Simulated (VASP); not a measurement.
These are LDA (Ceperley-Alder, Perdew-Zunger), VASP's LDA PAW potentials (set 64) (plane waves; VASP) values and carry that method's errors.

The input files of a VASP run:

INCAR:
```
SYSTEM = TiAl
PREC = Accurate
ENCUT = 500
EDIFF = 1E-6
NELM = 100
ALGO = Normal
LREAL = .FALSE.
LASPH = .TRUE.
ISMEAR = 1
SIGMA = 0.1
LMAXMIX = 4
LWAVE = .FALSE.
LCHARG = .FALSE.
IBRION = 2
ISIF = 3
NSW = 40
EDIFFG = -0.02
PSTRESS = 300
```

### POSCAR
```
TiAl
1
    2.6141092616     0.0000000000    -0.0000000000
    0.0000000000     2.6141092616    -0.0000000000
    0.0000000000    -0.0000000000     3.7797571933
Ti Al
1 1
Direct
  0.0000000000   0.0000000000   0.0000000000
  0.5000000000   0.5000000000   0.5000000000
```

**KPOINTS**
```
Automatic mesh
0
Gamma
14 14 10
0 0 0
```

POTCAR, in this order: Ti_sv Al (LDA.64 set). Program: vasp_std.

What VASP printed:

### OSZICAR
```
       N       E                     dE             d eps       ncg     rms          rms(c)
DAV:   1     0.917161453842E+02    0.91716E+02   -0.74560E+03  4752   0.140E+03
DAV:   2    -0.884171518435E+01   -0.10056E+03   -0.97550E+02  4824   0.341E+02
DAV:   3    -0.142464841693E+02   -0.54048E+01   -0.51563E+01  7065   0.773E+01
DAV:   4    -0.144483045729E+02   -0.20182E+00   -0.19987E+00  5930   0.127E+01
DAV:   5    -0.144564175545E+02   -0.81130E-02   -0.81113E-02  6803   0.228E+00    0.122E+01
DAV:   6    -0.132862918190E+02    0.11701E+01   -0.86547E+00  5696   0.357E+01    0.387E+00
DAV:   7    -0.131951951527E+02    0.91097E-01   -0.63177E-01  5360   0.955E+00    0.277E+00
DAV:   8    -0.131895266492E+02    0.56685E-02   -0.11015E-01  5253   0.348E+00    0.453E-01
DAV:   9    -0.131901835272E+02   -0.65688E-03   -0.17133E-02  6480   0.168E+00    0.268E-01
DAV:  10    -0.131906027291E+02   -0.41920E-03   -0.11603E-03  5788   0.385E-01    0.655E-02
DAV:  11    -0.131905808204E+02    0.21909E-04   -0.21796E-04  5507   0.183E-01    0.397E-02
DAV:  12    -0.131905826519E+02   -0.18315E-05   -0.21400E-05  5308   0.567E-02    0.121E-02
DAV:  13    -0.131905820156E+02    0.63633E-06   -0.10595E-06  3340   0.136E-02
   1 F= -.83541839E+01 E0= -.83543332E+01  d E =-.835418E+01
```

OUTCAR:
```
------------------------ aborting loop because EDIFF is reached ----------------------------------------
  FORCE on cell =-STRESS in cart. coord.  units (eV):
  Direction    XX          YY          ZZ          XY          YZ          ZX
  --------------------------------------------------------------------------------------
  Total        4.8174921      4.8174921      4.8425037      0.0000000      0.0000000      0.0000000
  in kB      298.8272619    298.8272619    300.3787252      0.0000000      0.0000000      0.0000000
  external PRESSURE =      -0.6555837 kB  Pullay stress =     300.0000000 kB
  volume of cell :       25.83
      direct lattice vectors                 reciprocal lattice vectors
     2.614109262  0.000000000  0.000000000     0.382539481  0.000000000  0.000000000
     0.000000000  2.614109262  0.000000000     0.000000000  0.382539481  0.000000000
     0.000000000  0.000000000  3.779757193     0.000000000  0.000000000  0.264567259
 POSITION                                       TOTAL-FORCE (eV/Angst)
 -----------------------------------------------------------------------------------
      0.00000      0.00000      0.00000         0.000000      0.000000      0.000000
      1.30705      1.30705      1.88988         0.000000      0.000000      0.000000
 -----------------------------------------------------------------------------------
    total drift:                               -0.000000      0.000000      0.000000
  FREE ENERGIE OF THE ION-ELECTRON SYSTEM (eV)
  ---------------------------------------------------
  free  energy   TOTEN  =       -13.1905820156 eV

  energy  without entropy=      -13.1910301338  energy(sigma->0) =      -13.19073139
  enthalpy is  TOTEN    =        -8.3541838686 eV   P V=        4.8363981469

 reached required accuracy - stopping structural energy minimisation
```
(Selected blocks of OUTCAR.)

The compound is TiAl in the L1_0 structure. It was relaxed first under an external pressure of 30 GPa. The electron count is odd and the run is not spin-polarised, which forces a metal.
